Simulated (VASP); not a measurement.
An input for Quantum ESPRESSO's pw.x (written as the equivalent of a VASP run, and not itself run):

```
&CONTROL
  calculation = 'scf'
  pseudo_dir = './pseudo'
  outdir = './out'
  tprnfor = .true.
  tstress = .true.
/
&SYSTEM
  ibrav = 0
  nat = 8
  ntyp = 3
  ecutwfc = 84
  occupations = 'tetrahedra'
  input_dft = 'pbesol'
/
&ELECTRONS
  conv_thr = 7.3e-09
  electron_maxstep = 100
/
ATOMIC_SPECIES
  Zn 65.380 Zn.upf
  Te 127.600 Te.upf
  Mg 24.305 Mg.upf
CELL_PARAMETERS angstrom
    -0.0000000    3.0700525    3.0700525
     3.0700525   -0.0000000    3.0700525
    12.3412370   12.3412370   -0.0610270
ATOMIC_POSITIONS crystal
  Zn   0.9905807  0.9905807  0.0070645
  Zn   0.9998225  0.9998225  0.2501331
  Zn   0.0090722  0.0090722  0.4931958
  Te   0.2452392  0.2452392  0.0660706
  Te   0.2541681  0.2541681  0.3093740
  Te   0.2627390  0.2627390  0.5529458
  Te   0.2358148  0.2358148  0.8231389
  Mg   0.0025636  0.0025636  0.7480773
K_POINTS automatic
  7 7 2 0 0 0
```

Task: Write the VASP files for the same calculation (PBEsol).

Result: One answer among several that fit: 
**POSCAR**
```
MgZn3Te4
1
   -0.0000000000     3.0700525078     3.0700525078
    3.0700525078    -0.0000000000     3.0700525078
   12.3412369912    12.3412369912    -0.0610269601
Zn Te Mg
3 4 1
Direct
  0.9905806601   0.9905806601   0.0070645049
  0.9998225003   0.9998225003   0.2501331247
  0.0090722254   0.0090722254   0.4931958309
  0.2452391834   0.2452391834   0.0660706125
  0.2541680507   0.2541680507   0.3093739620
  0.2627389827   0.2627389827   0.5529457629
  0.2358147638   0.2358147638   0.8231389272
  0.0025636336   0.0025636336   0.7480772748
```

**KPOINTS**
```
Automatic mesh
0
Gamma
7 7 2
0 0 0
```

INCAR:
```
SYSTEM = MgZn3Te4
PREC = Accurate; ENCUT = 400; LREAL = .False.
LASPH = .True.
EDIFF = 1E-7; NELM = 100; ALGO = Normal
LMAXMIX = 4
ISMEAR = -5
GGA = PS
ISIF = 2
LWAVE = .False.; LCHARG = .True.; LORBIT = 11
NEDOS = 601
LEFG = .True.
```

POTCAR, in this order: Zn Te Mg (PBE.64 set). Program: vasp_std.

The two are equivalent in intent, not identical: the potentials are each code's own (VASP's PAW set, PseudoDojo norm-conserving files in pw.x), so ENCUT and ecutwfc are chosen apart and not converted; conv_thr bounds pw.x's estimated SCF error, while EDIFF bounds the energy change between steps; the field gradients of LEFG aren't asked of the other code.

The structure was generated: MgZn3Te4 was put into an ordered model structure (R3m), which need not be its known phase. It was relaxed first.
